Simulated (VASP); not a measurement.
Input:

```xyz
2
Lattice="0.0000 2.6950 2.6950 2.6950 0.0000 2.6950 2.6950 2.6950 0.0000" Properties=species:S:1:pos:R:3 pbc="T T T"
Ga     0.0000     0.0000     0.0000
P      1.3475     1.3475     1.3475
```

All values below come from LDA (Ceperley-Alder, Perdew-Zunger), VASP's LDA PAW potentials (set 64) (plane waves; VASP). Numerical set-up: 500 eV cut-off, 9×9×9 Γ-centred mesh, Gaussian smearing of 0.050 eV, potentials Ga_d P.

Question: What does the run give for the energy per atom (σ→0)?

Answer: 
```yaml
energy per atom (σ→0): -5.226 eV/atom
```

Only differences to runs with the same potentials and settings are physical.

The compound is GaP in the zinc blende structure. It was relaxed first.
